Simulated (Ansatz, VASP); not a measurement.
# Cross-check of AsH3 (AsH3 molecule) between VASP and Ansatz, part 2 of 2

One calculation is typed for both programs; each brings its own data sets. How far apart do they land? Of the first pair: The structure shown is the start of the Ansatz relaxation below; VASP solves that cell, so the two are compared at the walk's first step.

VASP 6.6.1 and Ansatz 0.2.0.

So far. Step 3 (VASP: single point, HSE06, start cell, pair 1): The run ends at a pressure of -0.04 GPa, with forces up to 0.45 eV/Å.

## 4. Comparison

Known differences besides the potentials themselves: exact exchange at q = 0 is treated differently, which shows on coarse meshes; VASP keeps PBE cores, Ansatz makes them for the functional; fixed occupations in Ansatz, narrow Gaussian smearing in VASP; the data sets hold 18 valence electrons in Ansatz (on its default PAW (the set named soft_2) files) and 8 in VASP; the cutoff is 420 eV in Ansatz and 910 eV in VASP; VASP takes a coarser grid for exact exchange (PRECFOCK = Fast). Total energies have different zeros and are not compared.

Forces (eV/Å; atoms numbered as in POSCAR):

```tsv
atom	Ansatz x, y, z	VASP x, y, z
As1	0.000, 0.000, -0.492	0.000, 0.000, -0.446
H2	0.000, -0.174, 0.164	0.000, -0.162, 0.149
H3	-0.150, 0.087, 0.164	-0.140, 0.081, 0.149
H4	0.150, 0.087, 0.164	0.140, 0.081, 0.149
```

The forces differ by 16 meV/Å r.m.s., which is 9.7 % of the r.m.s. force of 0.169 eV/Å (both taken over all components).

## 5. Ansatz: relaxation, HSE06

This run makes the geometry at which the two programs are then compared.

The structure compared here is the end of the Ansatz relaxation.

Input file input.yaml:

```yaml
crystal:
  lattice:
    - [11.0, 0.0, 0.0]
    - [0.0, 11.5, 0.0]
    - [0.0, 0.0, 12.0]
  atoms:
    - { symbol: As, position: [0.5, 0.4999998767, 0.5543448016] }
    - { symbol: H, position: [0.5, 0.6097682768, 0.4818845787] }
    - { symbol: H, position: [0.5993833744, 0.4451159232, 0.4818848098] }
    - { symbol: H, position: [0.4006166256, 0.4451159232, 0.4818848098] }
basis:
  ecutwfc: 420
  xc_grid: 2
hamiltonian:
  xc: hse06
kpoints:
  mp_grid: { grid: [1, 1, 1] }
scf:
  occupations: { method: fixed }
  max_iter: 150
output:
  forces: true
relax:
  f_tol: 0.01
  max_steps: 60
checkpoint:
  write: "../hse06.run"
  compress: false
  write_wavefunctions: false
  write_every: 100000
```

Launch:

```console
ansatz run input.yaml --threads 4 --pin off --max-ram 5652MiB --backend cpu --events-out ev --progress --plain --runs-dir out
```

Numbers of over 12 decimals in the logs are rounded to 6 here.

The log of the run:

```text
[...]
Crystal: 4 atoms, lattice volume = 1518.000 Å³
Basis set: ecut = 420 eV, 29699 PW (Γ), exchange–correlation on 150×160×162 points (8 copies of the dense FFT grid, shifted against one another)
Bands: 13, of which v1, the nominal top of the filled ones, is band 9 counted from 1 (8 counted from 0)
Symmetry: 2 space group operations
[...]
k-points: 1
[...]
max |Σ_I F_I| component: 9.70e-6 eV/Å
--- Band table (eV) ---
  k-point 0: bands = [... 5 lower, -17.4378, -9.5916, -9.5916, -7.2784, -0.4945, 0.2163]
[...]
--- Relaxed structure (4 steps of the walk, 4 accepted, 0 SCFs on fresh bases) ---
  F+E_penalty+E_count = -4904.62325610 eV   max|allowed force component| = 1.083e-4 eV/Å
  atoms:
    - { symbol: As, position: [0.5, 0.500000, 0.553041] }
    - { symbol: H, position: [0.5, 0.609478, 0.482319] }
    - { symbol: H, position: [0.599121, 0.445261, 0.482319] }
    - { symbol: H, position: [0.400879, 0.445261, 0.482319] }
[key lines of the parts left out:]
Free energy (F): -4904.623256 eV
Fermi energy:    -7.278448 eV
```

## 6. VASP: single point, HSE06, relaxed cell, pair 2

The same cell, functional and mesh now go to VASP, with its own data sets.

The run reads the wave functions of an earlier VASP run, which isn't shown here.

Input file INCAR:

```
SYSTEM = AsH3
PREC = Accurate
ENCUT = 910
EDIFF = 1E-06
NELM = 100
ISMEAR = 0
SIGMA = 0.01
LREAL = .FALSE.
ALGO = Normal
LHFCALC = .TRUE.
AEXX = 0.25
GGA = PE
HFSCREEN = 0.208
LASPH = .TRUE.
NBANDS = 10
PRECFOCK = Fast
LORBIT = 11
LWAVE = .FALSE.
LCHARG = .FALSE.
ISIF = 2
```

Input file POSCAR:

```
AsH3
1.0
   11.0000000000      0.0000000000      0.0000000000
    0.0000000000     11.5000000000      0.0000000000
    0.0000000000      0.0000000000     12.0000000000
As H
1 3
Direct
    0.5000000000      0.4999999953      0.5530409693
    0.5000000000      0.6094781366      0.4823191693
    0.5991206013      0.4452609340      0.4823194307
    0.4008793987      0.4452609340      0.4823194307
```

Input file KPOINTS:

```
Automatic mesh
0
Gamma
1 1 1
0 0 0
```

Potentials, in the order of the species: As and H_h (PBE family, release 64).

Launch:

```console
export OMP_NUM_THREADS=3
mpirun -np 1 vasp_gam
```

The log of the run:

```text
[... set-up lines as in an earlier step ...]
 entering main loop
       N       E                     dE             d eps       ncg     rms          rms(c)
DAV:   1    -0.168376910001E+02   -0.16838E+02   -0.40907E-01    28   0.461E+00    0.240E+00
DAV:   2    -0.168398374013E+02   -0.21464E-02   -0.32854E-03    36   0.317E-01    0.154E+00
DAV:   3    -0.168392642441E+02    0.57316E-03   -0.11729E-04    32   0.665E-02    0.897E-01
DAV:   4    -0.168390147280E+02    0.24952E-03   -0.80932E-05    32   0.504E-02    0.515E-01
[...]
DAV:  32    -0.168389968898E+02   -0.12538E-05   -0.48798E-09    28   0.287E-04    0.140E-04
DAV:  33    -0.168389979964E+02   -0.11065E-05   -0.41202E-09    32   0.263E-04    0.126E-04
DAV:  34    -0.168389989711E+02   -0.97471E-06   -0.34647E-09    28   0.241E-04
   1 F= -.16838999E+02 E0= -.16838999E+02  d E =-.386341E-40
```

Parts of OUTCAR (step 6):

```text
  Total       -0.0063484     -0.0047477      0.0117544      0.0000000     -0.0000636      0.0000000
  in kB       -0.0067005     -0.0050110      0.0124063      0.0000000     -0.0000672      0.0000000
  external PRESSURE =       0.0002316 kB  Pullay stress =       0.0000000 kB

 POSITION                                       TOTAL-FORCE (eV/Angst)
 -----------------------------------------------------------------------------------
      5.50000      5.75000      6.63649         0.000000     -0.000212      0.052178
      5.50000      7.00900      5.78783         0.000000      0.015655     -0.017364
      6.59033      5.12050      5.78783         0.013792     -0.007721     -0.017407
      4.40967      5.12050      5.78783        -0.013792     -0.007721     -0.017407
 -----------------------------------------------------------------------------------
    total drift:                                0.000000      0.000516      0.000222

  FREE ENERGIE OF THE ION-ELECTRON SYSTEM (eV)
  ---------------------------------------------------
  free  energy   TOTEN  =       -16.8389989711 eV

  energy  without entropy=      -16.8389989711  energy(sigma->0) =      -16.83899897

[... 2 parts as in an earlier step ...]

[... 1 further part left out ...]
[key lines of the parts left out:]
E-fermi :  -7.2485
```

The run ends at a pressure of 0.00 GPa, with forces up to 0.052 eV/Å.

## 7. Differences

What differs besides the data sets and the points named for the pairs above, as far as they apply: the data sets hold 18 valence electrons in Ansatz (on its default PAW (the set named soft_2) files) and 8 in VASP. Total energies have different zeros and are not compared.

The two programs side by side:

```tsv
quantity	Ansatz	VASP	difference
gap on the k mesh (eV)	6.784	6.767	+0.017
```

At this near-relaxed geometry the largest component of a force difference is 52 meV/Å.

## 8. What came out

| Quantity | Value |
| --- | --- |
| r.m.s. force difference (single point, HSE06, start cell, pair 1) | 16 meV/Å |
| r.m.s. force difference (single point, HSE06, relaxed cell, pair 2) | 19 meV/Å |

In words: The r.m.s. force difference is 19 meV/Å (single point, HSE06, relaxed cell, pair 2), beyond the 12 meV/Å picked in this series as the mark of a large difference. The data sets hold unlike numbers of valence electrons (18 in Ansatz and 8 in VASP), so part of the differences comes from the potentials. What causes the difference of the single point, HSE06, start cell, pair 1 pair stays open here. What causes the difference of the single point, HSE06, relaxed cell, pair 2 pair stays open here. How closely two codes agree says nothing of how well the functional describes the real material.

[Lines on the potential files, build, host, timing and source positions are cut from VASP's logs without a mark.]

[Logs are printed without paths, hosts, clocks, repeated set-up lines and the standing remarks that a program may print on its own settings, such as how far it seeks lower states.]

[Hosts, paths, dates, database ids (printed as entryN), source tags and the programs' standing remarks are cut or masked in the printed files.]
